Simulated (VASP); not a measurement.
Energy against volume of RuAl (CsCl type). Level of theory: PBE GGA with D3 dispersion (zero damping), VASP's PBE PAW potentials (set 64) (plane waves; VASP). Numerical set-up: 520 eV cut-off, 12×12×12 Γ-centred mesh, first-order Methfessel-Paxton smearing of 0.10 eV, potentials Al Ru_pv.

```
V (Å³/atom)  E (eV/atom)
-----------  -----------
12.743          -7.53428
13.137          -7.54250
13.531          -7.53464
13.925          -7.51317
```

**Question.** Fit these four points and predict the energy of the run at 12.349 Å³/atom.

**Answer.** A cubic in V^(−2/3), the third-order Birch-Murnaghan form, passes through the four points with V0 = 13.13 Å³/atom and B0 = 218 GPa, and gives -7.5070 eV/atom there. The run gave -7.5071 eV/atom, -0.1 meV/atom from the fit; all five points give B0 = 218 GPa.

The compound is RuAl in the CsCl type structure. It was relaxed first.
